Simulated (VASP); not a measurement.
Consider the following.

```yaml
crystal:
  lattice:
    - [0.00000, 2.71944, 2.71944]
    - [2.71944, 0.00000, 2.71944]
    - [2.71944, 2.71944, 0.00000]
  atoms:
    - { symbol: Mg, position: [0.00000, 0.00000, 0.00000] }
    - { symbol: Se, position: [0.50000, 0.50000, 0.50000] }
```

The numbers are results of PBE GGA with D4 dispersion, VASP's PBE PAW potentials (set 64) (plane waves; VASP), not measurements. Settings: 520 eV cut-off, 9×9×9 Γ-centred mesh, tetrahedra with Blöchl corrections, potentials Mg Se.

Question: Predict the energy per atom (σ→0).

Answer: 
```yaml
energy per atom (σ→0): -4.047 eV/atom
```

The absolute energy has meaning only against runs of the same code, potentials and settings.

The compound is MgSe in the rock salt structure. It was relaxed first.
